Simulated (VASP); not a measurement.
Computed with PBEsol GGA, VASP's PBE PAW potentials (set 64) (plane waves; VASP).

VASP ran on this input.

INCAR:
```
SYSTEM = Ni(111) slab
PREC = Normal; ENCUT = 400; LREAL = F
LASPH = T
EDIFF = 1E-5; NELM = 100; NELMIN = 4
ALGO = Normal; LMAXMIX = 4
ISMEAR = 1; SIGMA = 0.1
GGA = PS
ISPIN = 2; MAGMOM = 5*0.8
IBRION = 2; NSW = 50; ISIF = 2
EDIFFG = -0.03
LWAVE = T; LCHARG = F; LORBIT = 10
DIPOL = 0.5 0.5 0.5
LDIPOL = T; IDIPOL = 3
```

File POSCAR:
```
Ni(111) slab
1.0
  2.4470455189   0.0000000000   0.0000000000
 -1.2235227595   2.1192034986   0.0000000000
  0.0000000000   0.0000000000  24.7370870551
Ni
5
Cart
  1.2235239830   0.7064004598   8.3725392218
 -0.0000012236   1.4128030388  10.3705290061
  0.0000000000   0.0000000000  12.3685435276
  1.2235239830   0.7064004598  14.3665580490
 -0.0000012236   1.4128030388  16.3645478333
```

### KPOINTS
```
Automatic mesh
0
Gamma
13 13 1
0 0 0
```

POTCAR, in this order: Ni (PBE.64 set). Program: vasp_std.

The resulting files:

File OUTCAR:
```
 ion  position               nearest neighbor table
   1  0.667  0.333  0.338-   2 2.45   2 2.45   2 2.45
   2  0.333  0.667  0.419-   1 2.45   1 2.45   1 2.45   3 2.45   3 2.45   3 2.45
   3  0.000  0.000  0.500-   2 2.45   4 2.45   2 2.45   4 2.45   4 2.45   2 2.45
   4  0.667  0.333  0.581-   5 2.45   5 2.45   5 2.45   3 2.45   3 2.45   3 2.45
   5  0.333  0.667  0.662-   4 2.45   4 2.45   4 2.45
  LATTYP: Found a hexagonal cell.
 ALAT       =     2.4470455189
 C/A-ratio  =    10.1089607300
 Subroutine PRICEL returns:
 Original cell was already a primitive cell.
 Subroutine GETGRP returns: Found 12 space group operations
The static configuration has the point symmetry D_3d.
The dynamic configuration has the point symmetry D_3d.
The overall configuration has the point symmetry D_3d.
 Subroutine INISYM returns: Found 12 space group operations
 Subroutine IBZKPT returns following result:
 Found     21 irreducible k-points:

 Following reciprocal coordinates:
            Coordinates               Weight
  0.000000  0.000000  0.000000      1.000000
  0.076923  0.000000  0.000000      6.000000
  0.153846  0.000000  0.000000      6.000000
  0.230769 -0.000000  0.000000      6.000000
  0.307692  0.000000  0.000000      6.000000
  0.384615 -0.000000  0.000000      6.000000
  0.461538  0.000000  0.000000      6.000000
  0.076923  0.076923  0.000000      6.000000
  0.153846  0.076923  0.000000     12.000000
  0.230769  0.076923  0.000000     12.000000
  0.307692  0.076923  0.000000     12.000000
  0.384615  0.076923  0.000000     12.000000
  0.461538  0.076923  0.000000      6.000000
  0.153846  0.153846  0.000000      6.000000
  0.230769  0.153846  0.000000     12.000000
  0.307692  0.153846  0.000000     12.000000
  0.384615  0.153846  0.000000     12.000000
  0.230769  0.230769  0.000000      6.000000
  0.307692  0.230769  0.000000     12.000000
...
```

File OSZICAR:
```
       N       E                     dE             d eps       ncg     rms          rms(c)
DAV:   1     0.321073930797E+03    0.32107E+03   -0.20105E+04  2688   0.150E+03
DAV:   2    -0.122588254427E+02   -0.33333E+03   -0.32028E+03  2728   0.339E+02
DAV:   3    -0.345429688719E+02   -0.22284E+02   -0.21148E+02  3056   0.125E+02
DAV:   4    -0.349550471816E+02   -0.41208E+00   -0.40922E+00  3144   0.178E+01
DAV:   5    -0.349655818431E+02   -0.10535E-01   -0.10534E-01  4160   0.181E+00    0.239E+01
DAV:   6    -0.353478160741E+02   -0.38223E+00   -0.73985E+01  3168   0.140E+02    0.297E+01
DAV:   7    -0.389278684257E+02   -0.35801E+01   -0.51820E+01  3144   0.168E+02    0.349E+01
DAV:   8    -0.316715416286E+02    0.72563E+01   -0.24453E+01  4104   0.866E+01    0.224E+01
DAV:   9    -0.305429219448E+02    0.11286E+01   -0.16092E+01  3592   0.756E+01    0.219E+01
DAV:  10    -0.313575796293E+02   -0.81466E+00   -0.34315E+01  3232   0.765E+01    0.224E+01
DAV:  11    -0.286838176273E+02    0.26738E+01   -0.41958E+00  3200   0.480E+01    0.383E+00
DAV:  12    -0.288776088860E+02   -0.19379E+00   -0.69078E-01  3144   0.920E+00    0.206E+00
DAV:  13    -0.289023958677E+02   -0.24787E-01   -0.17284E-01  3368   0.502E+00    0.130E+00
DAV:  14    -0.289637668403E+02   -0.61371E-01   -0.49798E-02  3216   0.245E+00    0.187E+00
DAV:  15    -0.290125970069E+02   -0.48830E-01   -0.23020E-02  2872   0.204E+00    0.204E+00
DAV:  16    -0.290205794775E+02   -0.79825E-02   -0.20325E-02  3096   0.295E+00    0.109E+00
DAV:  17    -0.290330928236E+02   -0.12513E-01   -0.11098E-02  3536   0.128E+00    0.691E-01
DAV:  18    -0.290397310739E+02   -0.66383E-02   -0.14518E-03  3112   0.482E-01    0.606E-01
DAV:  19    -0.290900980590E+02   -0.50367E-01   -0.14723E-02  2904   0.132E+00    0.429E-01
DAV:  20    -0.291700559462E+02   -0.79958E-01   -0.29447E-02  2856   0.932E-01    0.357E-01
DAV:  21    -0.291980105952E+02   -0.27955E-01   -0.91062E-03  2976   0.400E-01    0.272E-01
DAV:  22    -0.292020224447E+02   -0.40118E-02   -0.18193E-03  3208   0.720E-01    0.342E-01
DAV:  23    -0.292030638760E+02   -0.10414E-02   -0.69613E-04  3320   0.325E-01    0.403E-01
DAV:  24    -0.292039591650E+02   -0.89529E-03   -0.11001E-03  3216   0.563E-01    0.173E-01
DAV:  25    -0.292041451087E+02   -0.18594E-03   -0.46936E-04  3800   0.277E-01    0.102E-01
DAV:  26    -0.292044439279E+02   -0.29882E-03   -0.24306E-04  2976   0.255E-01    0.363E-02
DAV:  27    -0.292048878904E+02   -0.44396E-03   -0.11503E-04  2544   0.119E-01    0.438E-02
DAV:  28    -0.292053521063E+02   -0.46422E-03   -0.67450E-05  2536   0.836E-02    0.243E-02
DAV:  29    -0.292058808868E+02   -0.52878E-03   -0.50738E-05  2304   0.379E-02    0.271E-02
DAV:  30    -0.292062208297E+02   -0.33994E-03   -0.22917E-05  2128   0.332E-02    0.203E-02
DAV:  31    -0.292065521285E+02   -0.33130E-03   -0.19896E-05  1976   0.377E-02    0.980E-03
DAV:  32    -0.292067950097E+02   -0.24288E-03   -0.89647E-06  1944   0.218E-02    0.829E-03
DAV:  33    -0.292070252247E+02   -0.23021E-03   -0.59320E-06  1872   0.204E-02    0.377E-03
DAV:  34    -0.292071531843E+02   -0.12796E-03   -0.24398E-06  1816   0.885E-03    0.257E-03
DAV:  35    -0.292072021481E+02   -0.48964E-04   -0.58718E-07  1800   0.482E-03    0.225E-03
DAV:  36    -0.292072413816E+02   -0.39233E-04   -0.32389E-07  1744   0.424E-03    0.267E-03
DAV:  37    -0.292072487550E+02   -0.73734E-05   -0.90315E-08  1840   0.407E-03
   1 F= -.29207249E+02 E0= -.29207610E+02  d E =-.292072E+02  mag=     3.1045
       N       E                     dE             d eps       ncg     rms          rms(c)
DAV:   1    -0.292090176323E+02   -0.17763E-02   -0.94851E-01  2688   0.540E+00    0.267E-01
DAV:   2    -0.292140584315E+02   -0.50408E-02   -0.28517E-02  4048   0.316E+00    0.107E+00
DAV:   3    -0.292103698382E+02    0.36886E-02   -0.23966E-02  3080   0.336E+00    0.393E-01
DAV:   4    -0.292116314331E+02   -0.12616E-02   -0.12848E-02  3568   0.185E+00    0.756E-01
DAV:   5    -0.292101080156E+02    0.15234E-02   -0.72940E-03  3104   0.147E+00    0.924E-02
DAV:   6    -0.292101509053E+02   -0.42890E-04   -0.31380E-04  3752   0.252E-01    0.752E-02
DAV:   7    -0.292101595385E+02   -0.86333E-05   -0.12918E-04  2936   0.231E-01    0.697E-02
DAV:   8    -0.292101534409E+02    0.60977E-05   -0.36194E-05  1928   0.111E-01
   2 F= -.29210153E+02 E0= -.29210478E+02  d E =-.290469E-02  mag=     3.1045
       N       E                     dE             d eps       ncg     rms          rms(c)
DAV:   1    -0.292101777617E+02   -0.18223E-04   -0.26542E-01  2688   0.286E+00    0.144E-01
DAV:   2    -0.292117005823E+02   -0.15228E-02   -0.82963E-03  4032   0.176E+00    0.591E-01
DAV:   3    -0.292105126266E+02    0.11880E-02   -0.66862E-03  3056   0.182E+00    0.174E-01
DAV:   4    -0.292109495492E+02   -0.43692E-03   -0.33867E-03  3712   0.958E-01    0.420E-01
DAV:   5    -0.292104799675E+02    0.46958E-03   -0.22213E-03  3152   0.805E-01    0.495E-02
DAV:   6    -0.292104972276E+02   -0.17260E-04   -0.87047E-05  2904   0.135E-01    0.370E-02
DAV:   7    -0.292105046910E+02   -0.74634E-05   -0.35690E-05  1856   0.120E-01
   3 F= -.29210505E+02 E0= -.29210811E+02  d E =-.325594E-02  mag=     3.1045
       N       E                     dE             d eps       ncg     rms          rms(c)
DAV:   1    -0.292105058762E+02   -0.86486E-05   -0.13352E-03  2824   0.217E-01    0.145E-02
DAV:   2    -0.292105479789E+02   -0.42103E-04   -0.19064E-04  2512   0.233E-01    0.120E-01
DAV:   3    -0.292105092494E+02    0.38730E-04   -0.20368E-04  2360   0.256E-01    0.219E-02
DAV:   4    -0.292105113307E+02   -0.20812E-05   -0.16726E-05  1632   0.856E-02
   4 F= -.29210511E+02 E0= -.29210823E+02  d E =-.326258E-02  mag=     3.1044
       N       E                     dE             d eps       ncg     rms          rms(c)
DAV:   1    -0.292107617436E+02   -0.25249E-03   -0.89232E-02  2688   0.164E+00    0.102E-01
DAV:   2    -0.292134602173E+02   -0.26985E-02   -0.12815E-02  3536   0.199E+00    0.968E-01
DAV:   3    -0.292107553645E+02    0.27049E-02   -0.11000E-02  3192   0.185E+00    0.940E-02
DAV:   4    -0.292109148635E+02   -0.15950E-03   -0.86843E-04  4072   0.577E-01    0.160E-01
DAV:   5    -0.292108217801E+02    0.93083E-04   -0.33432E-04  3048   0.409E-01    0.202E-02
DAV:   6    -0.292108135057E+02    0.82744E-05   -0.28496E-05  2136   0.446E-02
   5 F= -.29210814E+02 E0= -.29211130E+02  d E =-.302175E-03  mag=     3.1045
       N       E                     dE             d eps       ncg     rms          rms(c)
DAV:   1    -0.292107948115E+02    0.26969E-04   -0.80368E-01  2688   0.494E+00    0.318E-01
DAV:   2    -0.292375880795E+02   -0.26793E-01   -0.12535E-01  3584   0.627E+00    0.302E+00
DAV:   3    -0.292111155927E+02    0.26472E-01   -0.98021E-02  3168   0.586E+00    0.275E-01
DAV:   4    -0.292122045954E+02   -0.10890E-02   -0.83455E-03  4176   0.175E+00    0.489E-01
DAV:   5    -0.292113518569E+02    0.85274E-03   -0.32496E-03  3000   0.125E+00    0.621E-02
DAV:   6    -0.292112892405E+02    0.62616E-04   -0.26655E-04  2824   0.133E-01    0.547E-02
DAV:   7    -0.292112485809E+02    0.40660E-04   -0.10669E-04  2816   0.212E-01    0.387E-02
DAV:   8    -0.292112465347E+02    0.20462E-05   -0.11463E-05  1672   0.666E-02
   6 F= -.29211247E+02 E0= -.29211587E+02  d E =-.735204E-03  mag=     3.1047
```

File OUTCAR:
```
------------------------ aborting loop because EDIFF is reached ----------------------------------------
  FORCE on cell =-STRESS in cart. coord.  units (eV):
  Direction    XX          YY          ZZ          XY          YZ          ZX
  --------------------------------------------------------------------------------------
  Total       -1.8558275     -1.8558274     -0.3561497      0.0000000      0.0000000      0.0000000
  in kB      -23.1784785    -23.1784767     -4.4481552      0.0000000      0.0000000      0.0000000
  external PRESSURE =     -16.9350368 kB  Pullay stress =       0.0000000 kB
  volume of cell :      128.28
      direct lattice vectors                 reciprocal lattice vectors
     2.447045519  0.000000000  0.000000000     0.408656068  0.235937700  0.000000000
    -1.223522760  2.119203499  0.000000000     0.000000000  0.471875401  0.000000000
     0.000000000  0.000000000 24.737087055     0.000000000  0.000000000  0.040425132
 POSITION                                       TOTAL-FORCE (eV/Angst)
 -----------------------------------------------------------------------------------
      1.22352      0.70640      8.39480         0.000000     -0.000000      0.011128
     -0.00000      1.41280     10.36815        -0.000000     -0.000000      0.020325
      0.00000      0.00000     12.36854        -0.000000      0.000000      0.000000
      1.22352      0.70640     14.36894         0.000000      0.000000     -0.020325
     -0.00000      1.41280     16.34228        -0.000000      0.000000     -0.011128
 -----------------------------------------------------------------------------------
    total drift:                                0.000000      0.000000      0.000000
  FREE ENERGIE OF THE ION-ELECTRON SYSTEM (eV)
  ---------------------------------------------------
  free  energy   TOTEN  =       -29.2112465347 eV

  energy  without entropy=      -29.2122664575  energy(sigma->0) =      -29.21158651

 total charge

# of ion       s       p       d       tot
------------------------------------------
    1        0.512   0.423   8.321   9.255
    2        0.520   0.548   8.339   9.407
    3        0.522   0.544   8.334   9.400
    4        0.520   0.548   8.339   9.407
    5        0.512   0.423   8.321   9.255
--------------------------------------------------
tot          2.585   2.486  41.652  46.724

 magnetization (x)

# of ion       s       p       d       tot
------------------------------------------
    1       -0.007  -0.026   0.669   0.636
    2       -0.007  -0.026   0.671   0.637
    3       -0.008  -0.028   0.651   0.616
    4       -0.007  -0.026   0.671   0.637
    5       -0.007  -0.026   0.669   0.636
--------------------------------------------------
tot         -0.036  -0.133   3.331   3.162

 reached required accuracy - stopping structural energy minimisation
```
(Selected blocks of OUTCAR.)

File CONTCAR:
```
Ni(111) slab
   1.00000000000000
     2.4470455189000000    0.0000000000000000    0.0000000000000000
    -1.2235227595000000    2.1192034986000001    0.0000000000000000
     0.0000000000000000    0.0000000000000000   24.7370870551000017
  Ni
     5
Direct
     0.6666669999999968    0.3333330000000032    0.3393610448414430
     0.3333330000000032    0.6666669999999968    0.4191336387161633
     0.0000000000000000    0.0000000000000000    0.5000000000000000
     0.6666669999999968    0.3333330000000032    0.5808663612838367
     0.3333330000000032    0.6666669999999968    0.6606389551585570
```

### OUTCAR
```
 val. band max:        0.9743608369   @ k =   0.0000   0.0000   0.0000

 cond. band min:       0.9759931485   @ k =   0.0769   0.0000   0.0000


 Fermi energy:         0.9759530105

 spin component 1

 k-point     1 :       0.0000    0.0000    0.0000
  band No.  band energies     occupation
      1      -8.1348      1.00000
      2      -7.1675      1.00000
      3      -5.7682      1.00000
      4      -4.5358      1.00000
      5      -4.1810      1.00000
      6      -1.8222      1.00000
      7      -1.7023      1.00000
      8      -1.5467      1.00000
      9      -1.5467      1.00000
     10      -1.5146      1.00000
     11      -1.5146      1.00000
     12      -1.4741      1.00000
     13      -1.4280      1.00000
     14      -1.4280      1.00000
     15      -1.2475      1.00000
     16      -1.2475      1.00000
     17      -1.2073      1.00000
     18      -1.2073      1.00000
     19      -1.1016      1.00000
     20      -0.3593      1.00000
     21      -0.3593      1.00000
     22      -0.3045      1.00000
     23      -0.3045      1.00000
     24      -0.0622      1.00000
     25      -0.0622      1.00000
     26       0.2687      1.00000
     27       0.2687      1.00000
     28       0.3837      1.00000
     29       0.3837      1.00000
     30       0.4803      1.00000
     31       1.1047     -0.03490
     32       5.7481      0.00000

 k-point     2 :       0.0769    0.0000    0.0000
  band No.  band energies     occupation
      1      -7.9242      1.00000
      2      -6.9650      1.00000
      3      -5.5782      1.00000
      4      -4.3621      1.00000
      5      -4.0327      1.00000
      6      -1.9286      1.00000
      7      -1.8236      1.00000
      8      -1.6197      1.00000
      9      -1.5850      1.00000
     10      -1.5051      1.00000
     11      -1.4775      1.00000
     12      -1.4352      1.00000
     13      -1.4255      1.00000
     14      -1.3413      1.00000
...
```

The cell is a thin slab with vacuum, built from Ni (fcc): (111) face.
